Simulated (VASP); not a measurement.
Given:

```
CELL_PARAMETERS angstrom
      0.00000     1.77913     1.77913
      1.77913     0.00000     1.77913
      1.77913     1.77913     0.00000
ATOMIC_POSITIONS crystal
  Cu 0.00000 0.00000 0.00000
```

These are PBE GGA, VASP's PBE PAW potentials (set 64) (plane waves; VASP) values and carry that method's errors. Numerical set-up: 500 eV cut-off, 17×17×17 Γ-centred mesh, first-order Methfessel-Paxton smearing of 0.10 eV, potentials Cu.

Energy and stress use the plane-wave basis of the starting cell.

The ions, cell shape and volume at an external pressure of 20.0 GPa are relaxed. Give the cell that the relaxation ends in.

```
CELL_PARAMETERS angstrom
      0.00000     1.75158     1.75158
      1.75158     0.00000     1.75158
      1.75158     1.75158     0.00000
ATOMIC_POSITIONS crystal
  Cu 0.00000 0.00000 0.00000
```
Space group Fm-3m (225), at a tolerance of 0.03 Å.

How do energy and volume change from the first to the last step?

The energy (σ→0) changes by +47.3 meV/atom and the volume by -4.6 %, in 3 ionic steps.

| step | E(σ→0) (eV) | max force (eV/Å) | pressure (GPa) | volume (Å³) |
|---|---|---|---|---|
| 1 | -3.7042 | 0.000 | 9.96 | 11.26 |
| 2 | -3.5559 | 0.000 | 35.16 | 10.15 |
| 3 | -3.6569 | 0.000 | 19.87 | 10.75 |

The compound is Cu in the fcc structure. This run relaxes it under an external pressure of 20 GPa. Symmetry was kept, so distortions that lower it aren't found.
